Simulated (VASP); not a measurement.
Input:

```
CELL_PARAMETERS angstrom
      4.14775     0.00000     0.00000
      0.00000     4.14775     0.00000
      0.00000     0.00000     4.14775
ATOMIC_POSITIONS crystal
  Ca 0.00000 0.00000 0.00000
  B  0.79824 0.50000 0.50000
  B  0.50000 0.20176 0.50000
  B  0.50000 0.79824 0.50000
  B  0.20176 0.50000 0.50000
  B  0.50000 0.50000 0.79824
  B  0.50000 0.50000 0.20176
```

Level of theory: PBE GGA, VASP's PBE PAW potentials (set 64) (plane waves; VASP). Run with 520 eV cut-off, Gaussian smearing of 0.050 eV, potentials Ca_sv B.

**Question.** Give the energies of bands 6 to 17 at the high-symmetry points, in eV from the Fermi level.

**Answer.** 
```csv
band,Γ,X,M,R
6,-6.87,-9.46,-8.77,-8.49
7,-6.60,-6.19,-8.77,-8.49
8,-6.60,-6.19,-5.63,-8.49
9,-6.60,-6.12,-5.41,-4.36
10,-5.31,-4.92,-4.95,-4.36
11,-5.31,-2.39,-2.70,-4.36
12,-0.33,-2.39,-2.70,-1.10
13,-0.33,-1.79,-1.49,-1.10
14,-0.33,-0.09,-1.49,-1.10
15,2.82,0.05,3.06,4.25
16,2.82,3.19,3.06,4.73
17,2.82,3.19,4.05,4.79
```

It has no gap at this level: it comes out as a metal or semimetal.

Measured: gap 1.00 eV (computed value off by -1.00 eV), as given by Zhigang Wu et al., Physical Review B (2004), arXiv:cond-mat/0401246.

The compound is CaB6 in the cab6 structure. It was relaxed first.
